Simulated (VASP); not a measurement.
An input for Quantum ESPRESSO's pw.x (written as the equivalent of a VASP run, and not itself run):

```
&CONTROL
  calculation = 'vc-relax'
  pseudo_dir = './pseudo'
  outdir = './out'
  tprnfor = .true.
  tstress = .true.
  nstep = 40
  forc_conv_thr = 0.00078
/
&SYSTEM
  ibrav = 0
  nat = 5
  ntyp = 3
  ecutwfc = 84
  occupations = 'smearing'
  smearing = 'gaussian'
  degauss = 0.003675
  input_dft = 'pbe'
/
&ELECTRONS
  conv_thr = 7.3e-08
  electron_maxstep = 100
/
&IONS
/
&CELL
/
ATOMIC_SPECIES
  K 39.098 K.upf
  Ta 180.948 Ta.upf
  O 15.999 O.upf
CELL_PARAMETERS angstrom
     4.0288805    0.0000000    0.0000000
     0.0000000    4.0288805    0.0000000
     0.0000000    0.0000000    4.0288805
ATOMIC_POSITIONS crystal
  K    0.0000000  0.0000000  0.0000000
  Ta   0.5000000  0.5000000  0.5000000
  O    0.5000000  0.0000000  0.5000000
  O    0.0000000  0.5000000  0.5000000
  O    0.5000000  0.5000000  0.0000000
K_POINTS automatic
  6 6 6 0 0 0
```

### Question
Translate this input to VASP (INCAR, KPOINTS, POSCAR, choice of POTCAR).

### Answer
This is not unique; one that fits is 
File POSCAR:
```
KTaO3
1.0
  4.0288805204   0.0000000000   0.0000000000
  0.0000000000   4.0288805204   0.0000000000
  0.0000000000   0.0000000000   4.0288805204
K Ta O
1 1 3
Cartesian
  0.0000000000   0.0000000000   0.0000000000
  2.0144402602   2.0144402602   2.0144402602
  2.0144402602   0.0000000000   2.0144402602
  0.0000000000   2.0144402602   2.0144402602
  2.0144402602   2.0144402602   0.0000000000
```

File KPOINTS:
```
Regular mesh
0
Gamma
6 6 6
0 0 0
```

### INCAR
```
GGA = PE   # PBE
ISMEAR = 0   # Gaussian
NELM = 100
LASPH = .True.   # aspherical one-centre terms
LWAVE = .False.
EDIFF = 1E-6   # SCF stop (eV)
ALGO = Normal
LREAL = .False.   # projection in real space or not
SYSTEM = KTaO3
ISIF = 3
EDIFFG = -0.02
IBRION = 2   # conjugate gradients
NSW = 40   # most ionic steps
LCHARG = .False.
LMAXMIX = 6   # l cut-off of mixed one-centre charges
SIGMA = 0.05   # width (eV)
ENCUT = 620
PREC = Accurate
```

POTCAR, in this order: K_sv Ta_pv O (PBE.64 set). Program: vasp_std.

What does not carry over: the potentials are each code's own (VASP's PAW set, PseudoDojo norm-conserving files in pw.x), so ENCUT and ecutwfc are chosen apart and not converted; conv_thr bounds pw.x's estimated SCF error, while EDIFF bounds the energy change between steps; forc_conv_thr acts on force components and is met together with etot_conv_thr.

The compound is KTaO3 in the cubic perovskite structure. This run relaxes it. Symmetry was kept, so distortions that lower it aren't found.
